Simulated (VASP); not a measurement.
Input:

```
CELL_PARAMETERS angstrom
      0.00000     3.28505     3.28505
      3.28505     0.00000     3.28505
      3.28505     3.28505     0.00000
ATOMIC_POSITIONS crystal
  Te 0.50000 0.50000 0.50000
  Pb 0.00000 0.00000 0.00000
```

The numbers are results of PBEsol GGA, VASP's PBE PAW potentials (set 64) (plane waves; VASP), not measurements. Run with 480 eV cut-off, 8×8×8 Γ-centred mesh, Gaussian smearing of 0.050 eV, potentials Te Pb_d.

Predict the energy per atom (σ→0), pressure.

| Item | Result |
|---|---|
| energy per atom (σ→0) | -4.114 eV/atom |
| pressure | -2.31 GPa |

The compound is PbTe in the rock salt structure. This cell was strained or had an atom moved on purpose.
